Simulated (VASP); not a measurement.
**What goes wrong when CaB6 is relaxed with a bad input**

Some relaxations of CaB6 get a fault in the input on purpose. Which of them show, and how? The starting structure is a measured crystal structure from the Crystallography Open Database. The first relaxation on each setting starts from this cell expanded by 3 % in volume.

Program: VASP 6.6.1. Level of theory: Kohn-Sham DFT with plane waves and PAW; PBEsol. Results are calculated unless marked as measured.

The database entry behind the starting cell differs from later determinations by our own check (0.1 to 0.3 % short, old inner coordinate), so it need not match the best structure at ambient conditions.

## (1) Starting point

Symmetry: Pm-3m, No. 221, cubic system. The conventional cell has a = 4.145 Å, b = 4.145 Å, c = 4.145 Å, α = 90.00°, β = 90.00°, γ = 90.00°. Nearest to Ca lie 24 B at 3.05 Å. B has 6 B at 1.72 to 2.43 Å and 4 Ca at 3.05 Å nearest. Farther neighbours are not listed.

Coordinates:

```xyz
7
Lattice="4.1450 0.0000 0.0000 0.0000 4.1450 0.0000 0.0000 0.0000 4.1450" Properties=species:S:1:pos:R:3 pbc="T T T"
Ca    2.0725    2.0725    2.0725
B     0.0000    2.9305    0.0000
B     0.0000    1.2145    0.0000
B     2.9305    0.0000    0.0000
B     1.2145    0.0000    0.0000
B     0.0000    0.0000    2.9305
B     0.0000    0.0000    1.2145
```

## (2) Reference relaxation

This run starts from the cell of an earlier relaxation, which isn't shown; the restart sets up the plane waves anew.

The input, INCAR:

```
SYSTEM = CaB6
PREC = Accurate
ENCUT = 450
EDIFF = 1E-06
NELM = 100
ISMEAR = 0
SIGMA = 0.03
LREAL = .FALSE.
ALGO = Normal
GGA = PS
NBANDS = 21
LORBIT = 11
LWAVE = .FALSE.
LCHARG = .FALSE.
KPAR = 8
IBRION = 2
NSW = 50
ISIF = 3
EDIFFG = -0.006
```

The input, POSCAR:

```
CaB6
1.0
    4.1305142127      0.0000000000      0.0000000000
    0.0000000000      4.1305142127      0.0000000000
    0.0000000000      0.0000000000      4.1305142127
Ca B
1 6
Direct
    0.5000000000      0.5000000000      0.5000000000
    0.0000000000      0.7015033503      0.0000000000
    0.0000000000      0.2984966497      0.0000000000
    0.7015033503      0.0000000000      0.0000000000
    0.2984966497      0.0000000000      0.0000000000
    0.0000000000      0.0000000000      0.7015033503
    0.0000000000      0.0000000000      0.2984966497
```

The input, KPOINTS:

```
Automatic mesh
0
Gamma
6 6 6
0 0 0
```

Potentials, in the order of the species: Ca_sv and B (PBE family, release 64).

Started as:

```sh
mpirun -np 8 vasp_std
```

Log:

```text
[banner, memory and clock lines left out]
running    8 mpi-ranks, on    1 nodes
 distrk:  each k-point on    1 cores,    8 groups
 distr:  one band on    1 cores,    1 groups

 POSCAR found type information on POSCAR CaB
 POSCAR found :  2 types and       7 ions
|                                                                             |
|           W    W    AA    RRRRR   N    N  II  N    N   GGGG   !!!           |
|           W    W   A  A   R    R  NN   N  II  NN   N  G    G  !!!           |
|           W    W  A    A  R    R  N N  N  II  N N  N  G       !!!           |
|           W WW W  AAAAAA  RRRRR   N  N N  II  N  N N  G  GGG   !            |
|           WW  WW  A    A  R   R   N   NN  II  N   NN  G    G                |
|           W    W  A    A  R    R  N    N  II  N    N   GGGG   !!!           |
|                                                                             |
|     For optimal performance we recommend to set                             |
|       NCORE = 2 up to number-of-cores-per-socket                            |
|     NCORE specifies how many cores store one orbital (NPAR=cpu/NCORE).      |
|     This setting can greatly improve the performance of VASP for DFT.       |
|     The default, NCORE=1 might be grossly inefficient on modern             |
|     multi-core architectures or massively parallel machines. Do your        |
|     Unfortunately you need to use the default for GW and RPA                |
|     calculations (for HF NCORE is supported but not extensively tested      |
|     yet).                                                                   |
|                                                                             |

|                                                                             |
|               ----> ADVICE to this user running VASP <----                  |
|                                                                             |
|     You enforced a specific xc type in the INCAR file but a different       |
|     [... a line on the potential file left out ...]
|     I HOPE YOU KNOW WHAT YOU ARE DOING!                                     |
|                                                                             |

 LDA part: xc-table for (Slater+PW92), standard interpolation
 POSCAR, INCAR and KPOINTS ok, starting setup
 FFT: planning ... GRIDC
 FFT: planning ... GRID_SOFT
 FFT: planning ... GRID
 WAVECAR not read
 entering main loop
       N       E                     dE             d eps       ncg     rms          rms(c)
DAV:   1     0.129534818484E+03    0.12953E+03   -0.12295E+04   840   0.112E+03
DAV:   2    -0.436906668162E+02   -0.17323E+03   -0.16767E+03  1050   0.283E+02
DAV:   3    -0.520280013376E+02   -0.83373E+01   -0.83022E+01  1459   0.546E+01
DAV:   4    -0.521673246088E+02   -0.13932E+00   -0.13890E+00  1144   0.599E+00
DAV:   5    -0.521735973608E+02   -0.62728E-02   -0.62719E-02  1272   0.920E-01    0.102E+01
DAV:   6    -0.478431493165E+02    0.43304E+01   -0.60601E+00  1130   0.128E+01    0.521E+00
DAV:   7    -0.471139341320E+02    0.72922E+00   -0.45769E+00  1152   0.950E+00    0.148E+00
DAV:   8    -0.471459031667E+02   -0.31969E-01   -0.99996E-01  1091   0.565E+00    0.921E-01
DAV:   9    -0.470951884714E+02    0.50715E-01   -0.13572E-01  1126   0.201E+00    0.201E-01
DAV:  10    -0.470944028895E+02    0.78558E-03   -0.26454E-02  1221   0.782E-01    0.124E-01
DAV:  11    -0.470944724185E+02   -0.69529E-04   -0.22859E-03  1103   0.279E-01    0.485E-02
DAV:  12    -0.470944985907E+02   -0.26172E-04   -0.12019E-04  1171   0.621E-02    0.300E-02
DAV:  13    -0.470944635756E+02    0.35015E-04   -0.15618E-04  1134   0.672E-02    0.329E-03
DAV:  14    -0.470944643312E+02   -0.75556E-06   -0.97104E-06  1176   0.181E-02
   1 F= -.47094464E+02 E0= -.47094455E+02  d E =-.470945E+02
 curvature:   0.00 expect dE= 0.000E+00 dE for cont linesearch  0.000E+00
 trial: gam= 0.00000 g(F)=  0.342E-05 g(S)=  0.123E-04 ort = 0.000E+00 (trialstep = 0.100E+01)
 search vector abs. value=  0.157E-04
 reached required accuracy - stopping structural energy minimisation
```

Run time: 5.4 s. Hardware: 8 MPI ranks of Intel Xeon 6975P-C (Granite Rapids), shared host; peak memory 1.4 GiB; 22 s of CPU time.

Lines that name or quote the potential files are left out of all logs, and their timing lines are given in words.

Parts of OUTCAR (step 2):

```text
ion  position               nearest neighbor table
   1  0.500  0.500  0.500-
   2  0.000  0.702  0.000-   3 1.66   4 1.74   5 1.74   6 1.74   7 1.74
   3  0.000  0.298  0.000-   2 1.66   4 1.74   5 1.74   6 1.74   7 1.74
   4  0.702  0.000  0.000-   5 1.66   3 1.74   2 1.74   6 1.74   7 1.74
   5  0.298  0.000  0.000-   4 1.66   3 1.74   2 1.74   6 1.74   7 1.74
   6  0.000  0.000  0.702-   7 1.66   3 1.74   4 1.74   5 1.74   2 1.74
   7  0.000  0.000  0.298-   6 1.66   3 1.74   4 1.74   5 1.74   2 1.74

  LATTYP: Found a simple cubic cell.
 ALAT       =     4.1305142127

 Subroutine GETGRP returns: Found 48 space group operations
 (whereof 48 operations were pure point group operations)

The static configuration has the point symmetry O_h .

 Found     20 irreducible k-points:

   k-points           NKPTS =     20   k-points in BZ     NKDIM =     20   number of bands    NBANDS=     21

   dimension x,y,z NGX =    30 NGY =   30 NGZ =   30
   dimension x,y,z NGXF=    60 NGYF=   60 NGZF=   60

   ENCUT  =  450.0 eV  33.07 Ry    5.75 a.u.   7.14  7.14  7.14*2*pi/ulx,y,z

   NELECT =      28.0000    total number of electrons

 k-points in reciprocal lattice and weights: Automatic mesh
   0.00000000  0.00000000  0.00000000       0.005
   0.16666667  0.00000000  0.00000000       0.028
   0.33333333  0.00000000  0.00000000       0.028
   0.50000000  0.00000000  0.00000000       0.014
   0.16666667  0.16666667  0.00000000       0.056
   0.33333333  0.16666667  0.00000000       0.111
   0.50000000  0.16666667  0.00000000       0.056
   0.33333333  0.33333333  0.00000000       0.056
   0.50000000  0.33333333  0.00000000       0.056
[...]
0.50000000  0.50000000  0.33333333       0.028
   0.50000000  0.50000000  0.50000000       0.005

 average (electrostatic) potential at core
       1 -45.0482       2 -26.7080       3 -26.7080       4 -26.7080       5 -26.7080
       6 -26.7080       7 -26.7080

 E-fermi :   4.6668

 k-point     1 :       0.0000    0.0000    0.0000
  band No.  band energies     occupation
    ...
     10      -0.6349      2.00000
     11      -0.6349      2.00000
     12       4.3195      2.00000
     13       4.3195      2.00000
     14       4.3195      2.00000
     15       7.4593      0.00000
     16       7.4593      0.00000
     17       7.4593      0.00000
     18       8.0181      0.00000
     19       8.0181      0.00000
    ...

 k-point     2 :       0.1667    0.0000    0.0000
  band No.  band energies     occupation
    ...
     10      -0.5429      2.00000
     11       0.4945      2.00000
     12       3.6223      2.00000
     13       3.6223      2.00000
     14       4.4083      2.00000
     15       6.1077      0.00000
     16       8.1231      0.00000
     17       8.1231      0.00000
     18       8.2129      0.00000
     19       9.2968      0.00000
    ...

 k-point     3 :       0.3333    0.0000    0.0000
  band No.  band energies     occupation
    ...
     10      -0.3353      2.00000
     11       2.1106      2.00000
     12       2.6468      2.00000
     13       2.6468      2.00000
     14       4.6075      1.99488
     15       4.9267      0.00000
     16       8.0462      0.00000
     17       8.0462      0.00000
     18       8.5146      0.00000
     19       8.7377      0.00000
    ...

  Total       -0.0244097     -0.0244097     -0.0244097      0.0000000      0.0000000     -0.0000000
  in kB       -0.5549593     -0.5549593     -0.5549593      0.0000000      0.0000000     -0.0000000
  external PRESSURE =      -0.5549593 kB  Pullay stress =       0.0000000 kB

  energy-cutoff  :      450.00
  volume of cell :       70.47
      direct lattice vectors                 reciprocal lattice vectors
     4.130514213  0.000000000  0.000000000     0.242100607  0.000000000  0.000000000
     0.000000000  4.130514213  0.000000000     0.000000000  0.242100607  0.000000000
     0.000000000  0.000000000  4.130514213     0.000000000  0.000000000  0.242100607

 POSITION                                       TOTAL-FORCE (eV/Angst)
 -----------------------------------------------------------------------------------
      2.06526      2.06526      2.06526         0.000000     -0.000000      0.000000
      0.00000      2.89757      0.00000         0.000000      0.003439     -0.000000
      0.00000      1.23294      0.00000        -0.000000     -0.003439      0.000000
      2.89757      0.00000      0.00000         0.003439     -0.000000     -0.000000
      1.23294      0.00000      0.00000        -0.003439     -0.000000      0.000000
      0.00000      0.00000      2.89757         0.000000     -0.000000      0.003439
      0.00000      0.00000      1.23294        -0.000000     -0.000000     -0.003439
 -----------------------------------------------------------------------------------
    total drift:                                0.000000      0.000000      0.000000

  FREE ENERGIE OF THE ION-ELECTRON SYSTEM (eV)
  ---------------------------------------------------
  free  energy   TOTEN  =       -47.0944643312 eV

  energy  without entropy=      -47.0944462906  energy(sigma->0) =      -47.09445531

 reached required accuracy - stopping structural energy minimisation

 total charge
# of ion       s       p       d       tot
------------------------------------------
    1        2.013   5.839   0.218   8.070
    2        0.699   1.373   0.000   2.072
    3        0.699   1.373   0.000   2.072
    4        0.699   1.373   0.000   2.072
    5        0.699   1.373   0.000   2.072
    6        0.699   1.373   0.000   2.072
    7        0.699   1.373   0.000   2.072
--------------------------------------------------
tot          6.209  14.074   0.218  20.502

[... 3 further parts left out ...]
```

CONTCAR:

```
CaB6
   1.00000000000000
     4.1305142126999996    0.0000000000000000    0.0000000000000000
     0.0000000000000000    4.1305142126999996    0.0000000000000000
     0.0000000000000000    0.0000000000000000    4.1305142126999996
  Ca              B
     1     6
Direct
     0.5000000000000000    0.5000000000000000    0.5000000000000000
     0.0000000000000000    0.7015033503000012    0.0000000000000000
     0.0000000000000000    0.2984966496999988    0.0000000000000000
     0.7015033503000012    0.0000000000000000    0.0000000000000000
     0.2984966496999988    0.0000000000000000    0.0000000000000000
     0.0000000000000000    0.0000000000000000    0.7015033503000012
     0.0000000000000000    0.0000000000000000    0.2984966496999988
```

The PAW data sets were made with PBE, which is usual practice but a small mismatch for other functionals. The run keeps the 48 symmetry operations of its start, so it cannot find a distortion of lower symmetry.

The reference relaxation ends at 10.067 Å³ an atom.

## (3) Relaxation with too few electronic steps

A slip made on purpose: too few electronic steps. Against step 2 the input has NELM = 4 (also changed: NSW).

INCAR, as its differences from that of step 2:

```diff
@@ -4,3 +4,3 @@
 EDIFF = 1E-06
-NELM = 100
+NELM = 4
 ISMEAR = 0
@@ -16,3 +16,3 @@
 IBRION = 2
-NSW = 50
+NSW = 30
 ISIF = 3
```

The input, POSCAR:

```
CaB6
1.0
    4.1860422731      0.0000000000      0.0000000000
    0.0000000000      4.1860422731      0.0000000000
    0.0000000000      0.0000000000      4.1860422731
Ca B
1 6
Direct
    0.5000000000      0.5000000000      0.5000000000
    0.0000000000      0.7070000000      0.0000000000
    0.0000000000      0.2930000000      0.0000000000
    0.7070000000      0.0000000000      0.0000000000
    0.2930000000      0.0000000000      0.0000000000
    0.0000000000      0.0000000000      0.7070000000
    0.0000000000      0.0000000000      0.2930000000
```

KPOINTS is that of step 2.

Started as:

```sh
mpirun -np 8 vasp_std
```

Log:

```text
[banner, memory and clock lines left out]
running    8 mpi-ranks, on    1 nodes
[...]
[... a notice as in an earlier step ...]

 [... a notice as in an earlier step ...]

 LDA part: xc-table for (Slater+PW92), standard interpolation
 POSCAR, INCAR and KPOINTS ok, starting setup
[...]
entering main loop
       N       E                     dE             d eps       ncg     rms          rms(c)
DAV:   1     0.131591588250E+03    0.13159E+03   -0.12331E+04   840   0.111E+03
DAV:   2    -0.446482525651E+02   -0.17624E+03   -0.17126E+03  1064   0.283E+02
DAV:   3    -0.520346784953E+02   -0.73864E+01   -0.73620E+01  1456   0.517E+01
DAV:   4    -0.521908819506E+02   -0.15620E+00   -0.15591E+00  1203   0.581E+00
|                                                                             |
|           W    W    AA    RRRRR   N    N  II  N    N   GGGG   !!!           |
|           W    W   A  A   R    R  NN   N  II  NN   N  G    G  !!!           |
|           W    W  A    A  R    R  N N  N  II  N N  N  G       !!!           |
[...]
1 F= -.52190882E+02 E0= -.52190882E+02  d E =-.521909E+02
[...]
|     The electronic self-consistency was not achieved in the given           |
[... from here on, the cycles between the ionic steps are left out ...]
   2 F= -.42553271E+02 E0= -.42553271E+02  d E =0.963761E+01
[...]
|     The electronic self-consistency was not achieved in the given           |
   3 F= -.44980492E+02 E0= -.44980492E+02  d E =0.721039E+01
   5 F= -.46502698E+02 E0= -.46502698E+02  d E =0.568818E+01
   7 F= -.46822280E+02 E0= -.46822280E+02  d E =0.536860E+01
   9 F= -.46883522E+02 E0= -.46883522E+02  d E =0.530736E+01
  11 F= -.46897537E+02 E0= -.46897537E+02  d E =0.529335E+01
  13 F= -.46900957E+02 E0= -.46900957E+02  d E =0.528992E+01
  15 F= -.46901807E+02 E0= -.46901807E+02  d E =0.528907E+01
  17 F= -.46902020E+02 E0= -.46902020E+02  d E =0.528886E+01
  19 F= -.46902073E+02 E0= -.46902073E+02  d E =0.528881E+01
  21 F= -.47067402E+02 E0= -.47067390E+02  d E =-.165329E+00
  23 F= -.47095705E+02 E0= -.47095696E+02  d E =-.283033E-01
  25 F= -.47095667E+02 E0= -.47095658E+02  d E =0.293882E-04
  26 F= -.47095717E+02 E0= -.47095708E+02  d E =-.208789E-04
[...]
reached required accuracy - stopping structural energy minimisation
```

Run time: 33 s. Hardware: 8 MPI ranks; peak memory 1.6 GiB.

From OUTCAR (step 3):

```text
  Total       -0.0361377     -0.0361377     -0.0361377      0.0000000     -0.0000000     -0.0000000
  in kB       -0.8215435     -0.8215435     -0.8215435      0.0000000     -0.0000000     -0.0000000
  external PRESSURE =      -0.8215435 kB  Pullay stress =       0.0000000 kB

 POSITION                                       TOTAL-FORCE (eV/Angst)
 -----------------------------------------------------------------------------------
      2.06530      2.06530      2.06530         0.000000     -0.000000      0.000000
      0.00000      2.89767     -0.00000         0.000000      0.000940     -0.000000
      0.00000      1.23294     -0.00000        -0.000000     -0.000940      0.000000
      2.89767      0.00000      0.00000         0.000940      0.000000      0.000000
      1.23294      0.00000      0.00000        -0.000940     -0.000000     -0.000000
      0.00000      0.00000      2.89767         0.000000      0.000000      0.000940
      0.00000      0.00000      1.23294        -0.000000     -0.000000     -0.000940
 -----------------------------------------------------------------------------------
    total drift:                                0.000000      0.000000      0.000000

  FREE ENERGIE OF THE ION-ELECTRON SYSTEM (eV)
  ---------------------------------------------------
  free  energy   TOTEN  =       -47.0957171764 eV

  energy  without entropy=      -47.0956991101  energy(sigma->0) =      -47.09570814

[... 2 parts as in an earlier step ...]

[... 2 further parts left out ...]
[key lines of the parts left out:]
E-fermi :   4.6663
```

Logs of long relaxations may skip ionic steps without a mark.

With too few electronic steps the cell ends at 10.068 Å³ an atom, +0.01 % from the reference.

(Continued in part 2 of 2.)

[Lines on the potential files, build, host, timing and source positions are cut from VASP's logs without a mark.]

[Logs are printed without paths, hosts, clocks, repeated set-up lines and the standing remarks that a program may print on its own settings, such as how far it seeks lower states.]

[Hosts, paths, dates, database ids (printed as entryN), source tags and the programs' standing remarks are cut or masked in the printed files.]
